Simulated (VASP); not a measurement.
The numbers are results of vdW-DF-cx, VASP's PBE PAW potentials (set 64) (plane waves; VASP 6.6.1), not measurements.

A VASP calculation is set up with these files.

INCAR:
```
# general
SYSTEM  =LiCl
PREC    =Accurate
ENCUT   =520   # plane-wave cut-off (eV)
LREAL   =.FALSE.   # projection in real space or not
LASPH   =.TRUE.   # aspherical one-centre terms

# electronic loop
EDIFF   =1E-6
NELM    =100
ALGO    =Normal

# smearing
ISMEAR  =0
SIGMA   =0.05   # width (eV)

# functional
GGA     =CX
LUSE_VDW=.TRUE.
AGGAC   =0.0

# ions
IBRION  =2
NSW     =60   # most ionic steps
ISIF    =3   # ions, shape and volume
EDIFFG  =-0.01   # ionic stop

# output
LWAVE   =.FALSE.
LCHARG  =.FALSE.
```

**KPOINTS**
```
Automatic mesh
0
Gamma
8 8 8
0 0 0
```

POSCAR:
```
LiCl
1
    0.0000000000     2.5446110385     2.5446110385
    2.5446110385     0.0000000000     2.5446110385
    2.5446110385     2.5446110385    -0.0000000000
Li Cl
1 1
Direct
  0.0000000000   0.0000000000   0.0000000000
  0.5000000000   0.5000000000   0.5000000000
```

POTCAR, in this order: Li_sv Cl (PBE.64 set). Program: vasp_std.

### Question
Predict the energy per atom (σ→0), band gap (on the k-mesh).

### Answer

* **energy per atom (σ→0)**: -2.456 eV/atom
* **band gap (on the k-mesh)**: 6.51 eV

### OSZICAR
```
...
DAV:   6    -0.490255138540E+01    0.58345E-01   -0.14427E-01   574   0.231E+00    0.164E+00
DAV:   7    -0.490706229442E+01   -0.45109E-02   -0.50044E-02   701   0.156E+00    0.836E-01
DAV:   8    -0.491125154736E+01   -0.41893E-02   -0.88765E-03   576   0.856E-01    0.125E-01
DAV:   9    -0.491125526312E+01   -0.37158E-05   -0.33088E-04   682   0.166E-01    0.347E-02
DAV:  10    -0.491131949439E+01   -0.64231E-04   -0.10491E-04   564   0.946E-02    0.481E-03
DAV:  11    -0.491132434148E+01   -0.48471E-05   -0.37013E-06   732   0.204E-02    0.562E-03
DAV:  12    -0.491132521677E+01   -0.87529E-06   -0.59544E-07   554   0.698E-03
   1 F= -.49113252E+01 E0= -.49113252E+01  d E =-.491133E+01
```

The compound is LiCl in the rock salt structure. It was relaxed first. The start is the result of an earlier pass.
